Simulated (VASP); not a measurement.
Input:

```xyz
3
Lattice="1.5925 -2.7582 0.0000 1.5925 2.7582 0.0000 0.0000 0.0000 3.5650" Properties=species:S:1:pos:R:3 pbc="T T T"
Zr     0.0000     0.0000     3.5650
B      1.5925     0.9194     1.7825
B      1.5925    -0.9194     1.7825
```

These are RPBE GGA, VASP's PBE PAW potentials (set 64) (plane waves; VASP 6.6.1) values and carry that method's errors. Numerical set-up: 520 eV cut-off, Gaussian smearing of 0.050 eV, potentials Zr_sv B.

Q: Estimate the band gap (along the path) with the smallest direct gap where there is one.

A: 
```yaml
band gap (along the path): none (metal, semimetal or under 0.01 eV)
```

Only differences to runs with the same potentials and settings are physical.

The compound is ZrB2 in the AlB2 type structure. It was relaxed first.
